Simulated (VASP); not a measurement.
Co:

```
CELL_PARAMETERS angstrom
2.50700 0.00000 0.00000
-1.25350 2.17113 0.00000
0.00000 0.00000 4.07000
ATOMIC_POSITIONS crystal
Co 0.33333 0.66667 0.25000
Co 0.66667 0.33333 0.75000
```

| Item | Value |
| --- | --- |
| Program | VASP 6.6.1 |
| Task | relaxation of cell and atoms |
| Functional | PBE |
| Dispersion | D3(BJ) |
| Potentials or basis | VASP PAW PBE potentials, release 64 (Co) |
| Cutoff | 600 eV |
| k mesh | 21 × 21 × 10 |
| Occupations | gaussian, width 0.1 eV |
| Spin | collinear spin, ferromagnetic start |
| Starting moments | [2.0, 2.0] μB |

At the start: pressure -10.8 GPa; volume 11.08 Å³/atom.

Task: How do energy, volume and symmetry change on relaxing?

Result: Over 8 steps the energy falls by 21.0 meV/atom and the volume is 10.49 Å³/atom (-5.3 %); space group P6_3/mmc (No. 194, to 0.05 Å); moment 3.14 μB per cell.

Step by step:
| step | energy change (eV) | largest force (eV/Å) | pressure (GPa) | volume (Å³) |
| --- | --- | --- | --- | --- |
| 1 | 0.0000 | 0.0000 | -10.76 | 22.15 |
| 2 | 0.0065 | 0.0000 | 14.72 | 19.85 |
| 3 | -0.0420 | 0.0000 | -0.14 | 20.99 |
| 4 | -0.0420 | 0.0000 | 0.13 | 20.97 |
| 5 | -0.0421 | 0.0000 | 0.17 | 20.97 |
| 6 | -0.0421 | 0.0000 | 0.14 | 20.97 |
| 7 | -0.0421 | 0.0000 | -0.14 | 20.99 |
| 8 | -0.0421 | 0.0000 | -0.01 | 20.98 |

Final structure:
```yaml
crystal:
  lattice:
    - [2.46565, 0.00000, 0.00000]
    - [-1.23282, 2.13531, 0.00000]
    - [0.00000, 0.00000, 3.98430]
  atoms:
    - { symbol: Co, position: [0.33333, 0.66667, 0.25000] }
    - { symbol: Co, position: [0.66667, 0.33333, 0.75000] }
```

Caveat: pairwise dispersion overbinds metals, which lowers pressure and volume.
